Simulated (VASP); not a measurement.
Data:

```
HfB2
1.0
    1.57000    -2.71932     0.00000
    1.57000     2.71932     0.00000
    0.00000     0.00000     3.48000
Hf B
1 2
Direct
  0.00000   0.00000   0.00000
  0.33333   0.66667   0.50000
  0.66667   0.33333   0.50000
```

Method: PBEsol GGA, VASP's PBE PAW potentials (set 64) (plane waves; VASP). Numerical set-up: 520 eV cut-off, 12×12×10 Γ-centred mesh, first-order Methfessel-Paxton smearing of 0.10 eV, potentials Hf_pv B.

The ions, cell shape and volume are relaxed. Which structure does the run end with?

```
HfB2
1.0
    1.56290    -2.70703     0.00000
    1.56290     2.70703     0.00000
    0.00000     0.00000     3.44861
Hf B
1 2
Direct
  0.00000   0.00000   0.00000
  0.33333   0.66667   0.50000
  0.66667   0.33333   0.50000
```
Space group P6/mmm (191), at a tolerance of 0.03 Å.

How do energy and volume change from the first to the last step?

The energy (σ→0) changes by -2.6 meV/atom and the volume by -1.8 %, in 5 ionic steps.

```csv
step,E(σ→0) (eV),max force (eV/Å),pressure (GPa),volume (Å³)
1,-27.8589,0.000,-4.48,29.71
2,-27.8541,0.000,6.31,28.54
3,-27.8665,0.000,0.03,29.19
4,-27.8665,0.000,0.14,29.18
5,-27.8668,0.000,0.09,29.18
```

The compound is HfB2 in the AlB2 type structure. This run relaxes it. Symmetry was kept, so distortions that lower it aren't found.
